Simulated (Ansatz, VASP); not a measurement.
**Two plane-wave programs on Na2Zn5Pb**

```
CELL_PARAMETERS angstrom
6.68580 -0.43851 0.33355
-0.25640 6.46521 1.04067
0.14310 1.21357 7.79319
ATOMIC_POSITIONS crystal
Na 0.81516 0.83488 0.91064
Na 0.90028 0.17724 0.53009
Na 0.33334 0.89485 0.43328
Na 0.58655 0.53300 0.35952
Pb 0.71516 0.44150 0.72797
Pb 0.40206 0.85035 0.06740
Zn 0.08982 0.63781 0.73973
Zn 0.52860 0.45508 0.03187
Zn 0.47530 0.05613 0.70866
Zn 0.29472 0.31601 0.83335
Zn 0.90756 0.78009 0.45816
Zn 0.71613 0.05904 0.25038
Zn 0.07690 0.05477 0.10814
Zn 0.03137 0.64081 0.20848
Zn 0.90306 0.39866 0.03064
Zn 0.22991 0.31560 0.26551
```

The cell was built by a generator and needn't be a form met in nature.

Alike in both runs: task single point; functional BLYP; k mesh 3 × 3 × 3; no spin polarisation.

|  | VASP | Ansatz |
| --- | --- | --- |
| version | VASP 6.6.1 | Ansatz 0.2.0 |
| potentials or method | VASP PAW PBE potentials, release 64 (Na_pv, Pb_d, Zn) | PAW plane waves |
| plane-wave cutoff (eV) | 520 | 420 |
| occupations | fermi-dirac, width 0.1 eV | fermi-dirac |
| valence electrons in the cell | 176 | 184 |

```tsv
	VASP	Ansatz	Ansatz less VASP
rms of the force components (eV/Å)	0.389	0.382	-0.0069
```

Atom by atom the forces differ by 0.009 eV/Å (rms over components). The two sets of potentials don't hold the same shells in valence.

Caveats: the PAW data sets were made with another functional, which shifts forces and pressure a little (VASP). The runs have no spin-orbit coupling, so splittings on Pb are missing.
